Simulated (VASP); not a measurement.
# Hf3F in VASP: single point with LDA

Aim: the single point of Hf3F with LDA.

All numbers are computed with VASP 6.6.1; they aren't measurements. Logs are shortened: lines on timing, memory, paths and dates and some standing lists are left out, and cuts for length are marked.

### 1 The cell of the first run

The cell holds a slab with vacuum, 4 atoms: a = 3.083 Å, b = 3.083 Å, c = 21.093 Å, α = 90.00°, β = 90.00°, γ = 90.00°.

### 2 Single point, LDA (F at 2/8 of the diagonal of the surface cell, 1.94 Å above the top plane)

File INCAR:

```
SYSTEM = Hf3F
PREC = Accurate ; ENCUT = 520
EDIFF = 1E-6 ; ISMEAR = 0
SIGMA = 0.1 ; LREAL = .FALSE.
LASPH = .TRUE. ; NELM = 100
ALGO = Fast ; ISIF = 2
LWAVE = .FALSE. ; LCHARG = .FALSE.
LDIPOL = .TRUE. ; IDIPOL = 3
DIPOL = 0.5 0.5 0.334 ; GGA = CA
NBANDS = 26
```

File KPOINTS:

```
regular mesh
0
G
  9 9 1
  0 0 0
```

File POSCAR:

```
Hf3F
1.0
    3.0829071749      0.0000000000      0.0000000000
    0.0000000000      3.0829071749      0.0000000000
    0.0000000000      0.0000000000     21.0927836031
Hf F
3 1
Direct
    0.5000000000      0.5000000000      0.1896383178
    0.0000000000      0.0000000000      0.2867330108
    0.5000000000      0.5000000000      0.3836754672
    0.7500000000      0.7500000000      0.4756500513
```

Potentials or basis: VASP PAW LDA potentials, release 64 (Hf_pv, F).

On the command line:

```console
$ cat potpaw_LDA.64/Hf_pv/POTCAR potpaw_LDA.64/F/POTCAR > POTCAR
$ mpirun -np 1 vasp_std > vasp.out
```

OUTCAR:

```text
SYSTEM = Hf3F
   PREC = Accurate
   ENCUT = 520
   EDIFF = 1E-6
   ISMEAR = 0
   LREAL = .FALSE.
   LASPH = .TRUE.
   NELM = 100
   ISIF = 2
   GGA = CA

 ion  position               nearest neighbor table
   1  0.500  0.500  0.190-   2 2.99   2 2.99   2 2.99   2 2.99
   2  0.000  0.000  0.287-   3 2.99   3 2.99   3 2.99   3 2.99   1 2.99   1 2.99   1 2.99   1 2.99

   3  0.500  0.500  0.384-   4 2.23   2 2.99   2 2.99   2 2.99   2 2.99
   4  0.750  0.750  0.476-   3 2.23

  LATTYP: Found a simple tetragonal cell.
 ALAT       =     3.0829071749
 C/A-ratio  =     6.8418484263

  Lattice vectors:

 A1 = (   3.0829071749,   0.0000000000,   0.0000000000)
 A2 = (   0.0000000000,   3.0829071749,   0.0000000000)
 A3 = (   0.0000000000,   0.0000000000,  21.0927836031)

Analysis of symmetry for initial positions (statically):
=====================================================================
 Subroutine PRICEL returns:
 Original cell was already a primitive cell.

 Routine SETGRP: Setting up the symmetry group for a
 simple tetragonal supercell.

 Subroutine GETGRP returns: Found  2 space group operations
 (whereof  2 operations were pure point group operations)
 out of a pool of 16 trial point group operations.

The static configuration has the point symmetry C_1h.

Analysis of symmetry for dynamics (positions and initial velocities):
=====================================================================
 Subroutine PRICEL returns:
 Original cell was already a primitive cell.

 Routine SETGRP: Setting up the symmetry group for a
 simple tetragonal supercell.

 Subroutine GETGRP returns: Found  2 space group operations
 (whereof  2 operations were pure point group operations)
 out of a pool of 16 trial point group operations.

The dynamic configuration has the point symmetry C_1h.

 Subroutine INISYM returns: Found  2 space group operations
 (whereof  2 operations are pure point group operations),
 and found     1 'primitive' translations

----------------------------------------------------------------------------------------

                                     Primitive cell

  volume of cell :     200.4725

  direct lattice vectors                    reciprocal lattice vectors
     3.082907175  0.000000000  0.000000000     0.324369157  0.000000000  0.000000000
     0.000000000  3.082907175  0.000000000     0.000000000  0.324369157  0.000000000
     0.000000000  0.000000000 21.092783603     0.000000000  0.000000000  0.047409579

  length of vectors
     3.082907175  3.082907175 21.092783603     0.324369157  0.324369157  0.047409579

  position of ions in fractional coordinates (direct lattice)
     0.500000000  0.500000000  0.189638318
     0.000000000  0.000000000  0.286733011
     0.500000000  0.500000000  0.383675467
     0.750000000  0.750000000  0.475650051

  ion indices of the primitive-cell ions
   primitive index   ion index
                 1           1
                 2           2
                 3           3
                 4           4

----------------------------------------------------------------------------------------

 KPOINTS: regular mesh

Automatic generation of k-mesh.
 Grid dimensions read from file:
 generate k-points for:    9    9    1

 Generating k-lattice:

  Cartesian coordinates                     Fractional coordinates (reciprocal lattice)
     0.036041017  0.000000000  0.000000000     0.111111111  0.000000000  0.000000000
     0.000000000  0.036041017  0.000000000     0.000000000  0.111111111  0.000000000
     0.000000000  0.000000000  0.047409579     0.000000000  0.000000000  1.000000000

  Length of vectors
     0.036041017  0.036041017  0.047409579

  Shift w.r.t. Gamma in fractional coordinates (k-lattice)
     0.000000000  0.000000000  0.000000000

 Subroutine IBZKPT returns following result:
 ===========================================

 Found     25 irreducible k-points:

 Following reciprocal coordinates:
            Coordinates               Weight
  0.000000  0.000000  0.000000      1.000000
  0.111111  0.000000  0.000000      4.000000
  0.222222  0.000000  0.000000      4.000000
  0.333333  0.000000  0.000000      4.000000
  0.444444  0.000000  0.000000      4.000000
  0.111111  0.111111  0.000000      2.000000
[... 16 lines left out ...]
 -0.333333  0.444444  0.000000      4.000000
  0.444444  0.444444  0.000000      2.000000
   k-points           NKPTS =     25   k-points in BZ     NKDIM =     25   number of bands    NBANDS=     26
   number of dos      NEDOS =    301   number of ions     NIONS =      4
   total plane-waves  NPLWV =  92160
   dimension x,y,z NGX =    24 NGY =   24 NGZ =  160
   dimension x,y,z NGXF=    48 NGYF=   48 NGZF=  320
   ions per type =               3   1
   NGX,Y,Z   is equivalent  to a cutoff of  12.94, 12.94, 12.61 a.u.
   NGXF,Y,Z  is equivalent  to a cutoff of  25.88, 25.88, 25.22 a.u.
 SYSTEM =  Hf3F
   PREC   = accura    normal or accurate (medium, high low for compatibility)
   ISTART =      0    job   : 0-new  1-cont  2-samecut
   ICHARG =      2    charge: 1-file 2-atom 10-const
   ISPIN  =      1    spin polarized calculation?
   LNONCOLLINEAR =      F non collinear calculations
   LSORBIT =      F    spin-orbit coupling
   LASPH  =      T    aspherical Exc in radial PAW
   ENCUT  =  520.0 eV  38.22 Ry    6.18 a.u.   5.73  5.73 39.22*2*pi/ulx,y,z
   NELM   =    100;   NELMIN=  2; NELMDL= -5     # of ELM steps
   EDIFF  = 0.1E-05   stopping-criterion for ELM
   LREAL  =      F    real-space projection
   EDIFFG = 0.1E-04   stopping-criterion for IOM
   NSW    =      0    number of steps for IOM
   IBRION =     -1    ionic relax: 0-MD 1-quasi-New 2-CG
   NFREE  =      0    steps in history (QN), initial steepest desc. (CG)
   ISIF   =      2    stress and relaxation
   ISYM   =      2    0-nonsym 1-usesym 2-fastsym
   POTIM  = 0.5000    time-step for ionic-motion
   TEBEG  =    0.0;   TEEND  =   0.0 temperature during run
   PSTRESS=    0.0 pullay stress
   NELECT =      37.0000    total number of electrons
   NUPDOWN=      -1.0000    fix difference up-down
   EMIN   =  10.00;   EMAX   =-10.00  energy-range for DOS
   EFERMI =   0.00;   METHOD = LEGACY
   ISMEAR =     0;   SIGMA  =   0.10  broadening in eV -4-tet -1-fermi 0-gaus
   EFERMI_NEDOS =   21; number of points for ismear=-14 and -15
   IALGO  =     68    algorithm
   IMIX   =      4    mixing-type and parameters
     AMIX     =   0.40;   BMIX     =  1.00
     AMIX_MAG =   1.60;   BMIX_MAG =  1.00
  volume/ion in A,a.u.               =      50.12       338.21
  Fermi-wavevector in a.u.,A,eV,Ry     =   0.932088  1.761392 11.820591  0.868789
  Thomas-Fermi vector in A             =   2.058650
   LORBIT       =      0    0 simple, 1 ext, 2 COOP (PROOUT), +10 PAW based schemes
   GGA     = CA    functional components
   LHFCALC =     F    Hartree Fock is set to
   AEXX    =    0.0000 exact exchange contribution
   IVDW    =     0    specifies the selected vdW correction
   LEPSILON=     F    determine dielectric tensor
   LRPA    =     F    only Hartree local field effects (RPA)
 non-spin polarized calculation
 RMM-DIIS sequential band-by-band and
 Gauss-broadening in eV      SIGMA  =   0.10
  energy-cutoff  :      520.00
  volume of cell :      200.47
 maximum number of plane-waves:      5418
   NGX = 11   NGY = 11   NGZ = 79

 dipolmoment           0.000000      0.000000     -0.673432 electrons x Angstroem

 number of electron      37.0000013 magnetization

 dipolmoment           0.000000      0.000000      0.239529 electrons x Angstroem

 Free energy of the ion-electron system (eV)
  ---------------------------------------------------
  ext. energy  EPLUGINS =         0.00000000
  ---------------------------------------------------
  free energy    TOTEN  =       -36.01672150 eV

  energy without entropy =      -35.98746887  energy(sigma->0) =      -36.00209518

 E-fermi :  -2.5635     XC(G=0):  -5.0325

 val. band max:       -2.5662748765   @ k =   0.0000   0.0000   0.0000
 cond. band min:      -2.5633294788   @ k =   0.3333   0.0000   0.0000
 fundamental gap:      0.0029453976
 Fermi energy:        -2.5634507492

 k-point     1 :       0.0000    0.0000    0.0000
  band No.  band energies     occupation
      1     -33.3656      2.00000
      2     -33.1990      2.00000
      3     -32.9046      2.00000
      4     -32.9034      2.00000
      5     -32.7259      2.00000
      6     -32.7252      2.00000
[... 18 lines left out ...]
     25       0.7827      0.00000
     26       1.5394      0.00000

 k-point     2 :       0.1111    0.0000    0.0000
  band No.  band energies     occupation
      1     -33.3497      2.00000
      2     -33.2083      2.00000
      3     -32.9721      2.00000
      4     -32.8954      2.00000
      5     -32.8036      2.00000
      6     -32.7176      2.00000
[... 18 lines left out ...]
     25       0.5199      0.00000
     26       1.7254      0.00000

 k-point     3 :       0.2222    0.0000    0.0000
  band No.  band energies     occupation
      1     -33.3218      2.00000
      2     -33.2472      2.00000
      3     -33.1218      2.00000
      4     -32.9801      2.00000
      5     -32.8736      2.00000
      6     -32.6969      2.00000
[... 572 lines left out ...]
 k-point    23 :      -0.3333    0.4444    0.0000
  band No.  band energies     occupation
      1     -33.4224      2.00000
      2     -33.3184      2.00000
      3     -33.2536      2.00000
      4     -33.1707      2.00000
      5     -33.1025      2.00000
      6     -33.0528      2.00000
[... 18 lines left out ...]
     25       1.4906      0.00000
     26       2.3703      0.00000

 k-point    24 :       0.4444    0.4444    0.0000
  band No.  band energies     occupation
      1     -33.4205      2.00000
      2     -33.4149      2.00000
      3     -33.2338      2.00000
      4     -33.2234      2.00000
      5     -33.1248      2.00000
      6     -33.0400      2.00000
[... 18 lines left out ...]
     25       2.1045      0.00000
     26       2.7738      0.00000

 [... further k-points ...]

------------------------ aborting loop because EDIFF is reached ----------------------------------------

 vacuum level on the upper side and lower side of the slab       (xc-potential included)         2.014        -2.461

  FORCE on cell =-STRESS in cart. coord.  units (eV):
  Direction    XX          YY          ZZ          XY          YZ          ZX
  --------------------------------------------------------------------------------------
  -------------------------------------------------------------------------------------
  Total       -1.5160685     -1.5160685     -5.9802126     -0.3025532     -1.5458656     -1.5458656
  in kB      -12.1164281    -12.1164281    -47.7938937     -2.4180069    -12.3545665    -12.3545671
  external PRESSURE =     -24.0089166 kB  Pullay stress =       0.0000000 kB

 VOLUME and BASIS-vectors are now :
 -----------------------------------------------------------------------------
  energy-cutoff  :      520.00
  volume of cell :      200.47
      direct lattice vectors                 reciprocal lattice vectors
     3.082907175  0.000000000  0.000000000     0.324369157  0.000000000  0.000000000
     0.000000000  3.082907175  0.000000000     0.000000000  0.324369157  0.000000000
     0.000000000  0.000000000 21.092783603     0.000000000  0.000000000  0.047409579

 POSITION                                       TOTAL-FORCE (eV/Angst)
 -----------------------------------------------------------------------------------
      1.54145      1.54145      4.00000         0.017550      0.017550      0.069631
      0.00000      0.00000      6.04800        -0.061396     -0.061396     -0.743985
      1.54145      1.54145      8.09278         0.868572      0.868572      4.379217
      2.31218      2.31218     10.03278        -0.824727     -0.824727     -3.704862
 -----------------------------------------------------------------------------------
    total drift:                                0.000071      0.000071      0.000032

  FREE ENERGIE OF THE ION-ELECTRON SYSTEM (eV)
  ---------------------------------------------------
  free  energy   TOTEN  =       -36.0167214980 eV

  energy  without entropy=      -35.9874688660  energy(sigma->0) =      -36.00209518

 vacuum level on the upper side and lower side of the slab         5.970         1.382
```

Run time: 2.7 min. Hardware: 1 thread of Intel Xeon Platinum 8488C (Sapphire Rapids), shared host; peak memory 0.29 GiB.

Results:

| Quantity | Value |
| --- | --- |
| Free energy | -36.0167 eV |
| Largest force | 4.548 eV/Å |
| Band gap on the k mesh | none (metal or under the smearing width) |

Forces in eV/Å, atoms in the order of the input:
```
Hf   0.018  0.018  0.070
Hf  -0.061 -0.061 -0.744
Hf   0.869  0.869  4.379
F   -0.825 -0.825 -3.705
```

Levels at points of the mesh, in eV from the Fermi level:
```
           k point  band 16  band 17  band 18  band 19  band 20  band 21
(0.00, 0.00, 0.00)    -2.14    -2.10    -0.85     0.00     1.05     1.76
```

Caveat: an odd number of electrons without spin polarisation forces a metal; a magnetic or distorted state may lie lower.
